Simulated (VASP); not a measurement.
All values below come from TPSS meta-GGA, VASP's PBE PAW potentials (set 64) (plane waves; VASP).

VASP input:

POSCAR:
```
SnO
4.8005720
  0.7998229882   0.0000000000   0.0000000000
  0.0000000000   0.7998229882   0.0000000000
  0.0000000000   0.0000000000   1.0000000463
Sn O
2 2
Cart
  0.3999114941   0.0000000000   0.7587147298
  0.0000000000   0.3999114941   0.2412853165
  0.3999114941   0.3999114941   0.0000000000
  0.7998229882   0.7998229882   0.0000000000
```

**INCAR**
```
# general
SYSTEM =SnO
PREC   =Accurate
ENCUT  =520
LREAL  =.FALSE.
LASPH  =.TRUE.

# electronic loop
EDIFF  =1E-7
NELM   =100
ALGO   =Normal
LMAXMIX=4
LMIXTAU=.TRUE.

# smearing
ISMEAR =-5

# functional
METAGGA=TPSS

# ions
ISIF   =2

# output
LWAVE  =.FALSE.
LCHARG =.FALSE.
LORBIT =11
NEDOS  =601

# other
LEFG   =.TRUE.
```

File KPOINTS:
```
K-points
0
Gamma
 7 7 5
0 0 0
```

File KPOINTS_OPT:
```
k-points along high-symmetry lines
6
Line-mode
Reciprocal
  0.000000   0.000000   0.000000 ! GAMMA
  0.000000   0.500000   0.000000 ! X

  0.000000   0.500000   0.000000 ! X
  0.500000   0.500000   0.000000 ! M

  0.500000   0.500000   0.000000 ! M
  0.000000   0.000000   0.000000 ! GAMMA

  0.000000   0.000000   0.000000 ! GAMMA
  0.000000   0.000000   0.500000 ! Z

  0.000000   0.000000   0.500000 ! Z
  0.000000   0.500000   0.500000 ! R

  0.000000   0.500000   0.500000 ! R
  0.500000   0.500000   0.500000 ! A

  0.500000   0.500000   0.500000 ! A
  0.000000   0.000000   0.500000 ! Z

  0.000000   0.500000   0.000000 ! X
  0.000000   0.500000   0.500000 ! R

  0.500000   0.500000   0.000000 ! M
  0.500000   0.500000   0.500000 ! A
```

POTCAR, in this order: Sn_d O (PBE.64 set). Program: vasp_std.

The run wrote:

**OSZICAR**
```
       N       E                     dE             d eps       ncg     rms          rms(c)
DAV:   1     0.397401502850E+03    0.39740E+03   -0.21230E+04  1440   0.264E+03
DAV:   2     0.380367045198E+02   -0.35936E+03   -0.35517E+03  1504   0.591E+02
DAV:   3    -0.133009411186E+02   -0.51338E+02   -0.50949E+02  1832   0.200E+02
DAV:   4    -0.150628745351E+02   -0.17619E+01   -0.17621E+01  1600   0.428E+01
DAV:   5    -0.150981873154E+02   -0.35313E-01   -0.35347E-01  1840   0.609E+00    0.131E+01
DAV:   6    -0.476952255241E+02   -0.32597E+02   -0.16452E+02  1440   0.115E+02    0.143E+01
DAV:   7    -0.452125516974E+02    0.24827E+01   -0.48242E+00  1816   0.266E+01    0.114E+01
DAV:   8    -0.486126691100E+02   -0.34001E+01   -0.87708E+01  2368   0.908E+01    0.164E+01
DAV:   9    -0.434283891336E+02    0.51843E+01   -0.50283E+01  2048   0.412E+01    0.165E+00
DAV:  10    -0.436213007414E+02   -0.19291E+00   -0.23918E+00  1696   0.120E+01    0.858E-01
DAV:  11    -0.437975858649E+02   -0.17629E+00   -0.99283E-01  2256   0.671E+00    0.279E+00
DAV:  12    -0.436309093623E+02    0.16668E+00   -0.10354E+00  2120   0.841E+00    0.354E-01
DAV:  13    -0.436569230213E+02   -0.26014E-01   -0.55894E-02  1568   0.178E+00    0.409E-01
DAV:  14    -0.436577070177E+02   -0.78400E-03   -0.61419E-03  2136   0.987E-01    0.228E-01
DAV:  15    -0.436555469028E+02    0.21601E-02   -0.72634E-03  1984   0.753E-01    0.824E-02
DAV:  16    -0.436583189312E+02   -0.27720E-02   -0.17119E-03  1632   0.421E-01    0.101E-01
DAV:  17    -0.436583784398E+02   -0.59509E-04   -0.17325E-04  1768   0.148E-01    0.940E-02
DAV:  18    -0.436583313751E+02    0.47065E-04   -0.16826E-03  1960   0.322E-01    0.215E-02
DAV:  19    -0.436583495836E+02   -0.18209E-04   -0.14142E-04  1472   0.823E-02    0.299E-02
DAV:  20    -0.436583542537E+02   -0.46701E-05   -0.16814E-05  2032   0.287E-02    0.302E-02
DAV:  21    -0.436583378044E+02    0.16449E-04   -0.40300E-05  1648   0.503E-02    0.972E-03
DAV:  22    -0.436583365655E+02    0.12390E-05   -0.68564E-06  2080   0.181E-02    0.347E-03
DAV:  23    -0.436583361419E+02    0.42356E-06   -0.15648E-06  2160   0.942E-03    0.105E-03
DAV:  24    -0.436583363844E+02   -0.24253E-06   -0.92888E-08   992   0.280E-03    0.863E-04
DAV:  25    -0.436583365343E+02   -0.14985E-06   -0.21687E-08   760   0.187E-03    0.527E-04
DAV:  26    -0.436583365615E+02   -0.27178E-07   -0.69630E-09   776   0.794E-04
   1 F= -.43658337E+02 E0= -.43658337E+02  d E =0.000000E+00
       N       E                     dE             ncg
       N       E                     dE             ncg
```

**OUTCAR**
```
------------------------ aborting loop because EDIFF is reached ----------------------------------------
  FORCE on cell =-STRESS in cart. coord.  units (eV):
  Direction    XX          YY          ZZ          XY          YZ          ZX
  --------------------------------------------------------------------------------------
  Total       -0.0399331     -0.0399331      0.0395714      0.0000000     -0.0000000      0.0000000
  in kB       -0.9040182     -0.9040182      0.8958304      0.0000000     -0.0000000      0.0000000
  external PRESSURE =      -0.3040687 kB  Pullay stress =       0.0000000 kB
  volume of cell :       70.77
      direct lattice vectors                 reciprocal lattice vectors
     3.839607842  0.000000000  0.000000000     0.260443264  0.000000000  0.000000000
     0.000000000  3.839607842  0.000000000     0.000000000  0.260443264  0.000000000
     0.000000000  0.000000000  4.800572222     0.000000000  0.000000000  0.208308500
 POSITION                                       TOTAL-FORCE (eV/Angst)
 -----------------------------------------------------------------------------------
      1.91980      0.00000      3.64226         0.000000      0.000000      0.004096
      0.00000      1.91980      1.15831        -0.000000     -0.000000     -0.004096
      1.91980      1.91980      0.00000         0.000000     -0.000000      0.000000
      0.00000      0.00000      0.00000        -0.000000      0.000000      0.000000
 -----------------------------------------------------------------------------------
    total drift:                                0.000000      0.000000     -0.000000
  FREE ENERGIE OF THE ION-ELECTRON SYSTEM (eV)
  ---------------------------------------------------
  free  energy   TOTEN  =       -43.6583365615 eV

  energy  without entropy=      -43.6583365615  energy(sigma->0) =      -43.65833656

 total charge

# of ion       s       p       d       tot
------------------------------------------
    1        1.169   0.774  10.078  12.020
    2        1.169   0.774  10.078  12.020
    3        1.559   3.421   0.000   4.980
    4        1.559   3.421   0.000   4.980
--------------------------------------------------
tot          5.455   8.389  20.155  33.999

 Electric field gradients after diagonalization (V/A^2)
 (convention: |V_zz| > |V_xx| > |V_yy|)
----------------------------------------------------------------------
 ion       V_xx      V_yy      V_zz     asymmetry (V_yy - V_xx)/ V_zz
----------------------------------------------------------------------
   1      84.652    84.652  -169.305       0.000
   2      84.652    84.652  -169.305       0.000
   3      -0.448    -0.448     0.895       0.000
   4      -0.448    -0.448     0.895       0.000
```
(Selected blocks of OUTCAR.)

Without a dispersion term in the relaxation, distances and binding between the weakly bound layers, chains or molecules are unreliable, and so is what depends on them.

The compound is SnO in the litharge structure. It was relaxed first.
